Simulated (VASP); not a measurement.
OSZICAR of a VASP run on As (a7):

OSZICAR:
```
       N       E                     dE             d eps       ncg     rms          rms(c)
DAV:   1     0.245876219001E+02    0.24588E+02   -0.37137E+03  2644   0.744E+02
DAV:   2    -0.837330945061E+01   -0.32961E+02   -0.31927E+02  4061   0.111E+02
DAV:   3    -0.933587110073E+01   -0.96256E+00   -0.96135E+00  3019   0.229E+01
DAV:   4    -0.934004317484E+01   -0.41721E-02   -0.41712E-02  3288   0.167E+00
DAV:   5    -0.934005270702E+01   -0.95322E-05   -0.95321E-05  2978   0.720E-02    0.337E+00
DAV:   6    -0.932900559539E+01    0.11047E-01   -0.62730E-03  2901   0.610E-01    0.203E+00
DAV:   7    -0.932379963670E+01    0.52060E-02   -0.13296E-02  2815   0.921E-01    0.860E-02
DAV:   8    -0.932392356906E+01   -0.12393E-03   -0.45522E-04  2718   0.161E-01    0.343E-02
DAV:   9    -0.932397254349E+01   -0.48974E-04   -0.75836E-05  3011   0.685E-02    0.120E-02
DAV:  10    -0.932397235624E+01    0.18725E-06   -0.55412E-06  2976   0.159E-02
   1 F= -.93239724E+01 E0= -.93239386E+01  d E =-.101346E-03
```

Problem. Which electronic solver shows in the log?

Solution. It is blocked Davidson (ALGO = Normal, or the opening steps of other solvers). The INCAR had ALGO = Normal.

Problem. Can the final energy be trusted as converged?

Solution. The calculation finished and met its thresholds. It stopped with EDIFF = 1E-6, NELM = 100 (PBE GGA, plane waves, VASP's PBE PAW potentials (set 64)).

The compound is As in the a7 structure. The cell was not relaxed at this level. The run is one of a series of settings (PREC = Single against the base run), some of them coarse on purpose.
